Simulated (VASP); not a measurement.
Given:

```
CELL_PARAMETERS angstrom
      4.02028     0.00000     0.00000
      0.00000     4.02028     0.00000
      0.00000     0.00000     4.02028
ATOMIC_POSITIONS crystal
  K  0.00000 0.00000 0.00000
  Ta 0.50000 0.50000 0.50000
  O  0.50000 0.00000 0.50000
  O  0.00000 0.50000 0.50000
  O  0.50000 0.50000 0.00000
```

Computed with PBE GGA, VASP's PBE PAW potentials (set 64) (plane waves; VASP). Run with 450 eV cut-off, Gaussian smearing of 0.050 eV, potentials K_sv Ta_pv O.

Unless said otherwise, spin-orbit coupling is left out, though it shifts the bands of the heavy elements here.

### Question
Predict the band gap (along the path) with the smallest direct gap where there is one.

### Answer

```yaml
band gap (along the path): 2.12 eV
smallest direct gap (along the path): 2.75 eV
```

The absolute energy has meaning only against runs of the same code, potentials and settings.

The compound is KTaO3 in the cubic perovskite structure. It was relaxed first.
